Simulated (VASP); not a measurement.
Runs of VASP 6.6.1 on AlCu. It takes space group P4mm (No. 99, tetragonal). Conventional cell: a = 2.998 Å, b = 2.998 Å, c = 2.998 Å, α = 90.00°, β = 90.00°, γ = 90.00°. Around Al (site symmetry 4mm) lie 8 Cu at 2.46 to 2.75 Å. Cu (site symmetry 4mm) is surrounded by 8 Al at 2.46 to 2.75 Å. The cell comes from a database or a generator and needn't be the stable form of this composition.

```csv
cell,further INCAR settings,gap on the mesh (eV),pressure (GPa),largest force (eV/Å)
"all Cu atoms moved -0.250 Å, as atom 2 along Cartesian [0 0 1]",ALGO = Fast; EDIFF = 1e-07; NBANDS = 14,none,-5.3,(a)
"all Cu atoms moved +0.125 Å, as atom 2 along Cartesian [0 0 1]",ALGO = Fast; EDIFF = 1e-06; NBANDS = 14,none,(b),0.41
"all Cu atoms moved +0.438 Å, as atom 2 along Cartesian [0 0 1]",ALGO = Fast; EDIFF = 1e-07; NBANDS = 14,none,0.0,1.44
"all Cu atoms moved -0.500 Å, as atom 2 along Cartesian [0 0 1]",ALGO = Fast; EDIFF = 1e-06; NBANDS = 14,none,2.3,1.64
```

Alike in all rows: task single point; level LDA; potentials or basis VASP PAW LDA potentials, release 64 (Al, Cu); no spin polarisation; k mesh 16 × 16 × 16; cutoff (eV) 520; smearing gaussian 0.15 eV.

**Question.** Fill in the values left out.

**Answer.** (a) 0.82; (b) -8.0.

Caveats: forces of over 1 eV/Å show positions far from the minimum, so gaps and moduli don't describe the material at rest (some runs).

A k mesh can miss the band edges.

A gap of «none» marks a metal or a gap under the smearing width.

Not every run made on this cell is shown here.
